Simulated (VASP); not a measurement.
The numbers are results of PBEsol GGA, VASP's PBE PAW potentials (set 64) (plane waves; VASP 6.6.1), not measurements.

VASP input:

**KPOINTS**
```
Automatic
0
G
  2 2 2
```

POSCAR:
```
BaTiO3
1
    7.9675459550     0.0000000000     0.0000000000
    0.0000000000     7.9675459550     0.0000000000
    0.0000000000     0.0000000000     7.9675459550
Ba Ti O
8 8 24
Direct
  0.0000000000   0.0000000000   0.0000000000
  0.0000000000   0.0000000000   0.5000000000
  0.0000000000   0.5000000000   0.0000000000
  0.0000000000   0.5000000000   0.5000000000
  0.5000000000   0.0000000000   0.0000000000
  0.5000000000   0.0000000000   0.5000000000
  0.5000000000   0.5000000000   0.0000000000
  0.5000000000   0.5000000000   0.5000000000
  0.2500000000   0.2500000000   0.2500000000
  0.2500000000   0.2500000000   0.7500000000
  0.2500000000   0.7500000000   0.2500000000
  0.2500000000   0.7500000000   0.7500000000
  0.7500000000   0.2500000000   0.2500000000
  0.7500000000   0.2500000000   0.7500000000
  0.7500000000   0.7500000000   0.2500000000
  0.7500000000   0.7500000000   0.7500000000
  0.2500000000   0.0000000000   0.2500000000
  0.2500000000   0.0000000000   0.7500000000
  0.2500000000   0.5000000000   0.2500000000
  0.2500000000   0.5000000000   0.7500000000
  0.7500000000   0.0000000000   0.2500000000
  0.7500000000   0.0000000000   0.7500000000
  0.7500000000   0.5000000000   0.2500000000
  0.7500000000   0.5000000000   0.7500000000
  0.0000000000   0.2500000000   0.2500000000
  0.0000000000   0.2500000000   0.7500000000
  0.0000000000   0.7500000000   0.2500000000
  0.0000000000   0.7500000000   0.7500000000
  0.5000000000   0.2500000000   0.2500000000
  0.5000000000   0.2500000000   0.7500000000
  0.5000000000   0.7500000000   0.2500000000
  0.5000000000   0.7500000000   0.7500000000
  0.2500000000   0.2500000000   0.0000000000
  0.2500000000   0.2500000000   0.5000000000
  0.2500000000   0.7500000000   0.0000000000
  0.2500000000   0.7500000000   0.5000000000
  0.7500000000   0.2500000000   0.0000000000
  0.7500000000   0.2500000000   0.5000000000
  0.7500000000   0.7500000000   0.0000000000
  0.7500000000   0.7500000000   0.5000000000
```

**QPOINTS**
```
k-points along high-symmetry lines
13
Line-mode
Cartesian
  0.000000   0.000000   0.000000 ! GAMMA
  0.000000   0.125509   0.000000 ! X

  0.000000   0.125509   0.000000 ! X
  0.125509   0.125509   0.000000 ! M

  0.125509   0.125509   0.000000 ! M
  0.000000   0.000000   0.000000 ! GAMMA

  0.000000   0.000000   0.000000 ! GAMMA
  0.125509   0.125509   0.125509 ! R

  0.125509   0.125509   0.125509 ! R
  0.000000   0.125509   0.000000 ! X

  0.125509   0.125509   0.125509 ! R
  0.125509   0.125509   0.000000 ! M
```

### INCAR
```
PREC  =  Accurate
IBRION  =  6   # finite differences
LREAL  =  .FALSE.   # projection in real space or not
LMAXMIX  =  4   # l cut-off of mixed one-centre charges
SIGMA  =  0.05   # width (eV)
LASPH  =  .TRUE.   # aspherical one-centre terms
LWAVE  =  .FALSE.
LPHON_DISPERSION  =  .TRUE.
NSW  =  1   # most ionic steps
EDIFF  =  1E-7
POTIM  =  0.015
LCHARG  =  .FALSE.
ALGO  =  Normal
ISIF  =  2   # forces and stress, cell fixed
GGA  =  PS
ISMEAR  =  0   # Gaussian
NFREE  =  2
SYSTEM  =  BaTiO3
NELM  =  100   # most electronic steps
ENCUT  =  520
```

POTCAR, in this order: Ba_sv Ti_sv O (PBE.64 set). Program: vasp_std.

Output of the run:

### OSZICAR
```
...
DAV:   4    -0.335713434928E+03    0.37126E-05   -0.40820E-05  3048   0.250E-02    0.121E-02
DAV:   5    -0.335713434829E+03    0.98495E-07   -0.10339E-05  2936   0.108E-02    0.536E-03
DAV:   6    -0.335713434767E+03    0.61893E-07   -0.17441E-06  3072   0.514E-03    0.268E-03
DAV:   7    -0.335713434838E+03   -0.70999E-07   -0.49658E-07  2248   0.219E-03
   2 F= -.33571343E+03 E0= -.33571343E+03  d E =-.456972E-17
       N       E                     dE             d eps       ncg     rms          rms(c)
DAV:   1    -0.335711754843E+03    0.16799E-02   -0.13253E+00  2504   0.127E+00    0.199E-01
DAV:   2    -0.335713390654E+03   -0.16358E-02   -0.23249E-02  2784   0.237E-01    0.933E-02
DAV:   3    -0.335713449357E+03   -0.58702E-04   -0.19502E-03  3216   0.828E-02    0.411E-02
DAV:   4    -0.335713434221E+03    0.15135E-04   -0.13740E-04  3184   0.406E-02    0.202E-02
DAV:   5    -0.335713434598E+03   -0.37635E-06   -0.33639E-05  2832   0.177E-02    0.842E-03
DAV:   6    -0.335713434641E+03   -0.43452E-07   -0.54204E-06  3288   0.855E-03    0.479E-03
DAV:   7    -0.335713434806E+03   -0.16492E-06   -0.13917E-06  2776   0.379E-03    0.230E-03
DAV:   8    -0.335713434861E+03   -0.55403E-07   -0.23961E-07  1840   0.166E-03
   3 F= -.33571343E+03 E0= -.33571343E+03  d E =-.368360E-17
       N       E                     dE             d eps       ncg     rms          rms(c)
DAV:   1    -0.335701374929E+03    0.12060E-01   -0.10419E+00  2888   0.439E+00    0.264E-01
DAV:   2    -0.335712714863E+03   -0.11340E-01   -0.13497E-01  2440   0.618E-01    0.127E-01
DAV:   3    -0.335712982680E+03   -0.26782E-03   -0.48903E-03  3112   0.139E-01    0.812E-02
DAV:   4    -0.335712945171E+03    0.37509E-04   -0.59944E-04  2752   0.753E-02    0.371E-02
DAV:   5    -0.335712928148E+03    0.17023E-04   -0.15852E-04  3256   0.433E-02    0.151E-02
DAV:   6    -0.335712928271E+03   -0.12317E-06   -0.38434E-05  2896   0.202E-02    0.949E-03
DAV:   7    -0.335712926798E+03    0.14733E-05   -0.84394E-06  3112   0.117E-02    0.394E-03
DAV:   8    -0.335712926161E+03    0.63658E-06   -0.29233E-06  2848   0.640E-03    0.230E-03
DAV:   9    -0.335712925914E+03    0.24743E-06   -0.77013E-07  2744   0.315E-03    0.117E-03
DAV:  10    -0.335712925833E+03    0.80559E-07   -0.24774E-07  1984   0.181E-03
   4 F= -.33571293E+03 E0= -.33571293E+03  d E =-.474347E-17
       N       E                     dE             d eps       ncg     rms          rms(c)
DAV:   1    -0.335677903813E+03    0.35022E-01   -0.21404E+00  2984   0.731E+00    0.454E-01
DAV:   2    -0.335712191998E+03   -0.34288E-01   -0.40672E-01  2392   0.952E-01    0.218E-01
DAV:   3    -0.335713020670E+03   -0.82867E-03   -0.13111E-02  2944   0.210E-01    0.139E-01
DAV:   4    -0.335712980189E+03    0.40480E-04   -0.15741E-03  2872   0.113E-01    0.726E-02
DAV:   5    -0.335712923077E+03    0.57112E-04   -0.29292E-04  3064   0.651E-02    0.270E-02
DAV:   6    -0.335712929519E+03   -0.64423E-05   -0.17515E-04  2824   0.330E-02    0.184E-02
DAV:   7    -0.335712925793E+03    0.37263E-05   -0.31019E-05  3088   0.181E-02    0.667E-03
DAV:   8    -0.335712925896E+03   -0.10295E-06   -0.78110E-06  2728   0.920E-03    0.394E-03
DAV:   9    -0.335712925784E+03    0.11238E-06   -0.11104E-06  2720   0.423E-03    0.235E-03
DAV:  10    -0.335712925742E+03    0.41779E-07   -0.41933E-07  2280   0.192E-03
   5 F= -.33571293E+03 E0= -.33571293E+03  d E =-.556157E-17
       N       E                     dE             d eps       ncg     rms          rms(c)
DAV:   1    -0.335699491225E+03    0.13435E-01   -0.19458E+00  3464   0.539E+00    0.212E-01
DAV:   2    -0.335713708155E+03   -0.14217E-01   -0.15049E-01  3136   0.690E-01    0.118E-01
DAV:   3    -0.335713790235E+03   -0.82080E-04   -0.35187E-03  4352   0.124E-01    0.700E-02
DAV:   4    -0.335713680355E+03    0.10988E-03   -0.48932E-04  3688   0.769E-02    0.270E-02
DAV:   5    -0.335713672166E+03    0.81886E-05   -0.12002E-04  3656   0.351E-02    0.167E-02
DAV:   6    -0.335713666341E+03    0.58258E-05   -0.52119E-05  3976   0.205E-02    0.107E-02
DAV:   7    -0.335713663638E+03    0.27030E-05   -0.91199E-06  4008   0.106E-02    0.651E-03
DAV:   8    -0.335713660817E+03    0.28208E-05   -0.58647E-06  4032   0.863E-03    0.159E-03
DAV:   9    -0.335713660155E+03    0.66187E-06   -0.24089E-06  3760   0.466E-03    0.128E-03
DAV:  10    -0.335713659881E+03    0.27429E-06   -0.62868E-07  3640   0.269E-03    0.659E-04
DAV:  11    -0.335713659760E+03    0.12106E-06   -0.26400E-07  2608   0.190E-03    0.393E-04
DAV:  12    -0.335713659722E+03    0.37857E-07   -0.14902E-07  2072   0.140E-03
   6 F= -.33571366E+03 E0= -.33571366E+03  d E =-.597155E-17
       N       E                     dE             d eps       ncg     rms          rms(c)
DAV:   1    -0.335709660576E+03    0.39992E-02   -0.38153E+00  3112   0.354E+00    0.202E-01
DAV:   2    -0.335714005658E+03   -0.43451E-02   -0.51485E-02  3496   0.375E-01    0.120E-01
DAV:   3    -0.335713808881E+03    0.19678E-03   -0.31929E-03  4120   0.910E-02    0.627E-02
DAV:   4    -0.335713649565E+03    0.15932E-03   -0.68916E-04  3440   0.650E-02    0.202E-02
DAV:   5    -0.335713660843E+03   -0.11278E-04   -0.14595E-04  3552   0.303E-02    0.167E-02
DAV:   6    -0.335713660415E+03    0.42752E-06   -0.12999E-05  4168   0.997E-03    0.991E-03
DAV:   7    -0.335713659696E+03    0.71935E-06   -0.25272E-06  3576   0.519E-03    0.286E-03
DAV:   8    -0.335713659688E+03    0.76507E-08   -0.75062E-07  3200   0.268E-03
   7 F= -.33571366E+03 E0= -.33571366E+03  d E =-.630904E-17
       N       E                     dE             d eps       ncg     rms          rms(c)
DAV:   1    -0.335710735005E+03    0.29247E-02   -0.25267E+00  2320   0.290E+00    0.187E-01
DAV:   2    -0.335713333717E+03   -0.25987E-02   -0.34945E-02  2696   0.503E-01    0.220E-01
DAV:   3    -0.335713273755E+03    0.59962E-04   -0.25803E-03  3024   0.131E-01    0.127E-01
DAV:   4    -0.335713057714E+03    0.21604E-03   -0.63285E-04  2608   0.693E-02    0.488E-02
DAV:   5    -0.335713029763E+03    0.27950E-04   -0.19479E-04  2624   0.459E-02    0.157E-02
DAV:   6    -0.335713023692E+03    0.60712E-05   -0.36107E-05  2968   0.179E-02    0.951E-03
DAV:   7    -0.335713018040E+03    0.56520E-05   -0.79688E-06  2808   0.970E-03    0.466E-03
DAV:   8    -0.335713014322E+03    0.37179E-05   -0.63544E-06  2744   0.813E-03    0.156E-03
DAV:   9    -0.335713013511E+03    0.81145E-06   -0.18460E-06  2888   0.408E-03    0.112E-03
DAV:  10    -0.335713012636E+03    0.87514E-06   -0.75953E-07  2440   0.333E-03    0.842E-04
DAV:  11    -0.335713012002E+03    0.63405E-06   -0.98558E-07  2472   0.362E-03    0.477E-04
DAV:  12    -0.335713011858E+03    0.14340E-06   -0.51910E-07  2360   0.224E-03    0.282E-04
DAV:  13    -0.335713011833E+03    0.25531E-07   -0.97236E-08  1320   0.118E-03
   8 F= -.33571301E+03 E0= -.33571301E+03  d E =-.501329E-17
       N       E                     dE             d eps       ncg     rms          rms(c)
DAV:   1    -0.335709113227E+03    0.38986E-02   -0.44323E+00  2312   0.350E+00    0.362E-01
DAV:   2    -0.335713847107E+03   -0.47339E-02   -0.77194E-02  2744   0.683E-01    0.407E-01
DAV:   3    -0.335713430019E+03    0.41709E-03   -0.56111E-03  3016   0.214E-01    0.233E-01
DAV:   4    -0.335713045877E+03    0.38414E-03   -0.18044E-03  2544   0.120E-01    0.100E-01
DAV:   5    -0.335713015422E+03    0.30455E-04   -0.52599E-04  2744   0.792E-02    0.270E-02
DAV:   6    -0.335713014170E+03    0.12526E-05   -0.87924E-05  3048   0.288E-02    0.172E-02
DAV:   7    -0.335713012171E+03    0.19992E-05   -0.13900E-05  2880   0.131E-02    0.969E-03
DAV:   8    -0.335713011900E+03    0.27063E-06   -0.65536E-06  2744   0.830E-03    0.259E-03
DAV:   9    -0.335713011849E+03    0.50994E-07   -0.11144E-06  2592   0.396E-03    0.111E-03
DAV:  10    -0.335713011860E+03   -0.11281E-07   -0.28299E-07  1984   0.147E-03
   9 F= -.33571301E+03 E0= -.33571301E+03  d E =-.519263E-21
```

OUTCAR:
```
------------------------ aborting loop because EDIFF is reached ----------------------------------------
  FORCE on cell =-STRESS in cart. coord.  units (eV):
  Direction    XX          YY          ZZ          XY          YZ          ZX
  --------------------------------------------------------------------------------------
  Total        0.3241904      0.3391768      0.3241904      0.0000000      0.0000000      0.0000000
  in kB        1.0269210      1.0743925      1.0269210      0.0000000      0.0000000      0.0000000
  external PRESSURE =       1.0427448 kB  Pullay stress =       0.0000000 kB
  volume of cell :      505.79
      direct lattice vectors                 reciprocal lattice vectors
     7.967545955  0.000000000  0.000000000     0.125509160  0.000000000  0.000000000
     0.000000000  7.967545955  0.000000000     0.000000000  0.125509160  0.000000000
     0.000000000  0.000000000  7.967545955     0.000000000  0.000000000  0.125509160
 POSITION                                       TOTAL-FORCE (eV/Angst)
 -----------------------------------------------------------------------------------
      0.00000      0.00000      0.00000        -0.000158     -0.013788     -0.000158
      0.00000      0.00000      3.98377        -0.000158     -0.013788      0.000158
      0.00000      3.98377      0.00000         0.000047      0.009168      0.000047
      0.00000      3.98377      3.98377         0.000047      0.009168     -0.000047
      3.98377      0.00000      0.00000         0.000158     -0.013788     -0.000158
      3.98377      0.00000      3.98377         0.000158     -0.013788      0.000158
      3.98377      3.98377      0.00000        -0.000047      0.009168      0.000047
      3.98377      3.98377      3.98377        -0.000047      0.009168     -0.000047
      1.99189      1.99189      1.99189         0.000000      0.043627      0.000000
      1.99189      1.99189      5.97566         0.000000      0.001295      0.000000
      1.99189      5.97566      1.99189         0.000000      0.034293      0.000000
      1.99189      5.97566      5.97566         0.000000      0.001199      0.000000
      5.97566      1.99189      1.99189         0.000000      0.001295      0.000000
      5.97566      1.99189      5.97566         0.000000      0.000231      0.000000
      5.97566      5.97566      1.99189         0.000000      0.001199      0.000000
      5.97566      5.97566      5.97566         0.000000     -0.000027      0.000000
      1.99189     -0.01500      1.99189         0.000000      0.186108      0.000000
      1.99189      0.00000      5.97566         0.000000      0.016394      0.000000
      1.99189      3.98377      1.99189         0.000000     -0.103406      0.000000
      1.99189      3.98377      5.97566         0.000000     -0.018929      0.000000
      5.97566      0.00000      1.99189         0.000000      0.016394      0.000000
      5.97566      0.00000      5.97566         0.000000      0.003791      0.000000
      5.97566      3.98377      1.99189         0.000000     -0.018929      0.000000
      5.97566      3.98377      5.97566         0.000000     -0.003880      0.000000
      0.00000      1.99189      1.99189         0.035072     -0.017923      0.000000
      0.00000      1.99189      5.97566         0.003524      0.000047      0.000000
      0.00000      5.97566      1.99189        -0.035788     -0.017819      0.000000
      0.00000      5.97566      5.97566        -0.003659      0.000152      0.000000
      3.98377      1.99189      1.99189        -0.035072     -0.017923      0.000000
      3.98377      1.99189      5.97566        -0.003524      0.000047      0.000000
      3.98377      5.97566      1.99189         0.035788     -0.017819      0.000000
      3.98377      5.97566      5.97566         0.003659      0.000152      0.000000
      1.99189      1.99189      0.00000         0.000000     -0.017923      0.035072
      1.99189      1.99189      3.98377         0.000000     -0.017923     -0.035072
      1.99189      5.97566      0.00000         0.000000     -0.017819     -0.035788
      1.99189      5.97566      3.98377         0.000000     -0.017819      0.035788
      5.97566      1.99189      0.00000         0.000000      0.000047      0.003524
      5.97566      1.99189      3.98377         0.000000      0.000047     -0.003524
      5.97566      5.97566      0.00000         0.000000      0.000152     -0.003659
      5.97566      5.97566      3.98377         0.000000      0.000152      0.003659
 -----------------------------------------------------------------------------------
    total drift:                                0.000010     -0.000682     -0.000000
  FREE ENERGIE OF THE ION-ELECTRON SYSTEM (eV)
  ---------------------------------------------------
  free  energy   TOTEN  =      -335.7130118602 eV

  energy  without entropy=     -335.7130118602  energy(sigma->0) =     -335.71301186
```
(Selected blocks of OUTCAR.)

The cell is a supercell, built from BaTiO3 (cubic perovskite, the ideal cubic form; the compound distorts at low or room temperature).
